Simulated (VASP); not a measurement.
Here is a VASP 6.6.1 calculation.

INCAR

```
SYSTEM = MgO
  ALGO = Normal
  EDIFF = 1E-7
  EDIFFG = -0.005
  ENCUT = 480
  GGA = PS
  IBRION = 2
  ISIF = 3
  ISMEAR = 0
  LASPH = .TRUE.
  LCHARG = .FALSE.
  LREAL = .FALSE.
  LWAVE = .FALSE.
  NELM = 60
  NSW = 90
  PREC = Accurate
  SIGMA = 0.02
```

The input KPOINTS:

```
k-points
0
G
  10 10 10
  0 0 0
```

POSCAR

```
MgO
1.0
    0.0000000000      2.1245000000      2.1245000000
    2.1245000000      0.0000000000      2.1245000000
    2.1245000000      2.1245000000      0.0000000000
Mg O
1 1
Direct
    0.0000000000      0.0000000000      0.0000000000
    0.5000000000      0.5000000000      0.5000000000
```

Potentials or basis: VASP PAW PBE potentials, release 64 (Mg, O_s).

Launch:

```sh
$ cat potpaw_PBE.64/Mg/POTCAR potpaw_PBE.64/O_s/POTCAR > POTCAR
$ mpirun -np 1 vasp_std > vasp.out
```

(1) What does it give for the space group after relaxing (to 0.05 Å)?

(2) Estimate the relaxed volume.

Results:

(1) Fm-3m (No. 225).

(2) 9.32 Å³/atom.

Caveat: the PAW data sets were made with another functional, which shifts forces and pressure a little.
